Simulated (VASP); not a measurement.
A run of VASP 6.6.1:

Contents of INCAR:

```
SYSTEM = SbW2
  PREC = Accurate
  ENCUT = 600
  EDIFF = 1E-6
  ISMEAR = -1
  SIGMA = 0.05
  LREAL = .False.
  LASPH = .True.
  NELM = 100
  ALGO = Fast
  ISIF = 3
  LWAVE = .False.
  LCHARG = .False.
  GGA = RP
  IBRION = 2
  NSW = 60
  EDIFFG = -0.02
```

Contents of KPOINTS:

```
regular mesh
0
Gamma
  7 7 7
  0 0 0
```

Contents of POSCAR:

```
SbW2
1.0
    0.0000000000      3.1330100000      3.1330100000
    3.1330100000      0.0000000000      3.1330100000
    3.1330100000      3.1330100000      0.0000000000
Sb W
1 2
Direct
    0.5000000000      0.5000000000      0.5000000000
    0.2500000000      0.2500000000      0.2500000000
    0.7500000000      0.7500000000      0.7500000000
```

Potentials or basis: VASP PAW PBE potentials, release 64 (Sb, W_sv).

Command:

```sh
$ cat potpaw_PBE.64/Sb/POTCAR potpaw_PBE.64/W_sv/POTCAR > POTCAR
$ mpirun -np 1 vasp_std > vasp.out
```

Hardware: 1 thread of Intel(R) Xeon(R) 6975P-C (Granite Rapids), with other jobs on the host.

Task: Estimate the wall time of this run.

Result: Run time: 45 s on 1 thread of Intel(R) Xeon(R) 6975P-C (Granite Rapids) (shared host), peak memory 0.23 GiB. Counts: scf iterations 44, k points 20, ion steps 3.
